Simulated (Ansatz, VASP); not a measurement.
# Cross-check of C (Diamond) between VASP and Ansatz, part 2 of 2

One calculation is typed for both programs; each brings its own data sets. How far apart do they land? The structure shown is the end of the Ansatz relaxation below.

VASP 6.6.1 and Ansatz 0.2.0.

So far. Step 3 (VASP: single point, LDA, pair 1): The run ends at a pressure of 14.79 GPa.

**6. VASP: single point, LDA, pair 2 (continued)**

Level of this step: LDA; plane waves and PAW (C) (VASP).

Numbers of over 12 decimals in the logs are rounded to 6 here.

OUTCAR, selected parts (step 6):

```text
  Total        0.0105875      0.0105875     -0.7260346      0.0000000      0.0000000      0.0000000
  in kB        1.5288407      1.5288407   -104.8398439      0.0000000      0.0000000      0.0000000
  external PRESSURE =     -33.9273875 kB  Pullay stress =       0.0000000 kB

 POSITION                                       TOTAL-FORCE (eV/Angst)
 -----------------------------------------------------------------------------------
      1.76373      1.76373      1.78339         0.000000      0.000000     -0.000000
      2.64560      2.64560      2.67509        -0.000000     -0.000000      0.000000
 -----------------------------------------------------------------------------------
    total drift:                                0.000000     -0.000000      0.000000

  FREE ENERGIE OF THE ION-ELECTRON SYSTEM (eV)
  ---------------------------------------------------
  free  energy   TOTEN  =       -20.2755240907 eV

  energy  without entropy=      -20.2755240907  energy(sigma->0) =      -20.27552409

[... 1 part as in an earlier step ...]

[... 2 further parts left out ...]
[key lines of the parts left out:]
E-fermi :  12.1185
```

The run ends at a pressure of -3.39 GPa.

**7. Comparison**

The two programs side by side:

```
              quantity  Ansatz   VASP  difference
        pressure (GPa)   -3.55  -3.39       -0.15
gap on the k mesh (eV)   4.040  4.042      -0.002
```

A gap on the mesh is an upper bound, since the band edges may lie between its points.

**8. Ansatz: relaxation, LDA**

This run makes the geometry at which the two programs are then compared. The cell compared in this pair holds 10.93 Å³, against 11.10 Å³ for the pair before.

The structure compared here is the end of the Ansatz relaxation.

input.yaml reads:

```yaml
crystal:
  lattice:
    - [0.0, 1.7657332855, 1.7480759526]
    - [1.7657332855, 0.0, 1.7480759526]
    - [1.7657332855, 1.7657332855, 0.0]
  atoms:
    - { symbol: C, position: [0.5, 0.5, 0.5] }
    - { symbol: C, position: [0.75, 0.75, 0.75] }
  conventional_axes: [[-1, 1, 1], [1, -1, 1], [1, 1, -1]]
kpoints:
  mp_grid: { grid: [12, 12, 12] }
hamiltonian:
  xc: lda
  pseudopotentials: { kind: paw, azcp: { folder: soft_1 }, xc_functional: pbe }
scf:
  occupations: { method: fixed }
output:
  forces: true
  stress: true
  eigenvalues: true
relax:
  adjacent_minimum: "off"
  f_tol: 0.001
  max_steps: 60
  cell: { stress_tol: 0.01, fix: [c, angles] }
```

Run with:

```
$ ansatz run input.yaml --threads 4 --pin off --max-ram 10240MiB --backend cpu --events-out ev --progress --plain --runs-dir out
```

The program printed:

```text
[...]
Crystal: 2 atoms, lattice volume = 10.900 Å³
Basis set: ecut = 420 eV, 181 PW (Γ)
Bands: 8, of which v1, the nominal top of the filled ones, is band 4 counted from 1 (3 counted from 0)
Symmetry: 16 space group operations
[...]
k-points: 163 of 1728
[...]
P = ⅓ Tr σ = 3.5854 GPa (35.854 kbar)
--- Band table (eV; the first three rows and the last of 163) ---
[...]
--- Relaxed structure (4 steps of the walk, 4 accepted, 2 SCFs on fresh bases) ---
[...]
cell:  # Å, volume = 10.9273 Å³
    - [0, 1.767917, 1.7480759526]
    - [1.767917, 0, 1.7480759526]
    - [1.767917, 1.767917, 0]
  atoms:
    - { symbol: C, position: [0.500000, 0.500000, 0.500000] }
    - { symbol: C, position: [0.75, 0.75, 0.75] }
[key lines of the parts left out:]
SCF converged after 4 iterations
Free energy (F): -485.986766 eV
Fermi energy:    13.893306 eV
```

**9. VASP: single point, LDA, pair 3**

The same cell, functional (in two slightly different forms) and mesh now go to VASP, with its own data sets.

INCAR reads:

```
SYSTEM = C
PREC = Accurate
ENCUT = 600
EDIFF = 1E-06
NELM = 120
ISMEAR = 0
SIGMA = 0.01
LREAL = .FALSE.
ALGO = Normal
GGA = PW92
NBANDS = 10
LORBIT = 11
LWAVE = .FALSE.
LCHARG = .FALSE.
ISIF = 2
LASPH = .TRUE.
GGA_COMPAT = .FALSE.
EFERMI = MIDGAP
```

POSCAR reads:

```
C
1.0
    0.0000000000      1.7679172434      1.7480759526
    1.7679172434      0.0000000000      1.7480759526
    1.7679172434      1.7679172434      0.0000000000
C
2
Direct
    0.5000000000      0.5000000000      0.5000000000
    0.7500000000      0.7500000000      0.7500000000
```

KPOINTS reads:

```
Automatic mesh
0
Gamma
12 12 12
0 0 0
```

Potentials, in the order of the species: C (LDA family, release 64).

Run with:

```
$ mpirun -np 1 vasp_std
```

The program printed:

```text
[... set-up lines as in an earlier step ...]
 entering main loop
       N       E                     dE             d eps       ncg     rms          rms(c)
DAV:   1     0.101819247143E+00    0.10182E+00   -0.52826E+03  3408   0.864E+02
DAV:   2    -0.207700880895E+02   -0.20872E+02   -0.19987E+02  4318   0.137E+02
DAV:   3    -0.211601114181E+02   -0.39002E+00   -0.38903E+00  3844   0.150E+01
DAV:   4    -0.211609518348E+02   -0.84042E-03   -0.84038E-03  3564   0.819E-01
[...]
DAV:   9    -0.202743915666E+02    0.12513E-04   -0.34421E-05  3598   0.500E-02    0.195E-02
DAV:  10    -0.202743929468E+02   -0.13802E-05   -0.18011E-06  3580   0.122E-02    0.456E-03
DAV:  11    -0.202743928848E+02    0.61935E-07   -0.56676E-08  1806   0.201E-03
   1 F= -.20274393E+02 E0= -.20274393E+02  d E =0.000000E+00
```

From OUTCAR (step 9):

```text
  Total        0.0131294      0.0131294      0.7465710      0.0000000     -0.0000000      0.0000000
  in kB        1.9250529      1.9250529    109.4630508      0.0000000     -0.0000000      0.0000000
  external PRESSURE =      37.7710522 kB  Pullay stress =       0.0000000 kB

 POSITION                                       TOTAL-FORCE (eV/Angst)
 -----------------------------------------------------------------------------------
      1.76792      1.76792      1.74808         0.000000      0.000000      0.000000
      2.65188      2.65188      2.62211        -0.000000     -0.000000     -0.000000
 -----------------------------------------------------------------------------------
    total drift:                                0.000000     -0.000000      0.000000

  FREE ENERGIE OF THE ION-ELECTRON SYSTEM (eV)
  ---------------------------------------------------
  free  energy   TOTEN  =       -20.2743928848 eV

  energy  without entropy=      -20.2743928848  energy(sigma->0) =      -20.27439288

[... 1 part as in an earlier step ...]

[... 2 further parts left out ...]
[key lines of the parts left out:]
E-fermi :  12.3487
```

The run ends at a pressure of 3.78 GPa.

**10. Side by side**

Compared:

| quantity | Ansatz | VASP | difference |
| --- | --- | --- | --- |
| pressure (GPa) | 3.59 | 3.78 | -0.19 |
| gap on the k mesh (eV) | 3.930 | 3.931 | -0.001 |

A gap on the mesh is an upper bound, since the band edges may lie between its points.

**11. Summary of results**

```json
{"difference in gap on the k mesh (single point, LDA, pair 1)": "-8.0e-5 eV", "difference in gap on the k mesh (single point, LDA, pair 2)": "-0.0020 eV", "difference in gap on the k mesh (single point, LDA, pair 3)": "-0.0013 eV"}
```

**Reading.** The difference in gap on the k mesh is -0.0020 eV (single point, LDA, pair 2), within the 0.08 eV picked in this series as the mark of a large difference. 5 further runs of this series are not shown here. Such differences can come from data sets, numerical settings and the points named under the comparisons, not from the functional's error against experiment.

[Lines on the potential files, build, host, timing and source positions are cut from VASP's logs without a mark.]

[Logs are printed without paths, hosts, clocks, repeated set-up lines and the standing remarks that a program may print on its own settings, such as how far it seeks lower states.]

[Hosts, paths, dates, database ids (printed as entryN), source tags and the programs' standing remarks are cut or masked in the printed files.]
